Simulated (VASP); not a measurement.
A cell of LiCl (rock salt) near equilibrium:

```
CELL_PARAMETERS angstrom
      0.00000     2.54580     2.54580
      2.54580     0.00000     2.54580
      2.54580     2.54580     0.00000
ATOMIC_POSITIONS crystal
  Li 0.00000 0.00000 0.00000
  Cl 0.50000 0.50000 0.50000
```

These are r2SCAN meta-GGA, VASP's PBE PAW potentials (set 64) (plane waves; VASP) values and carry that method's errors.

```
run               ΔE (meV/atom)    σxx    σyy    σzz  largest shear component, with its sign (GPa)  gap (eV)
----------------  -------------  -----  -----  -----  --------------------------------------------  --------
as it is                    0.0  -0.09  -0.09  -0.09                                          0.00      7.44
after one change            0.4   0.46   0.46   0.46                                          0.00      7.55
```
Stress is in GPa, positive when the cell is compressed; gaps are those on the k-mesh, and 0.00 means metallic.

**Question.** What was changed between the two runs?
(A) shear strain γ_xz = -1.5 %
(B) isotropic strain of -0.5 %
(C) biaxial strain of +0.5 % in the xz plane

**Answer.** B, isotropic strain of -0.5 %

The compound is LiCl in the rock salt structure.
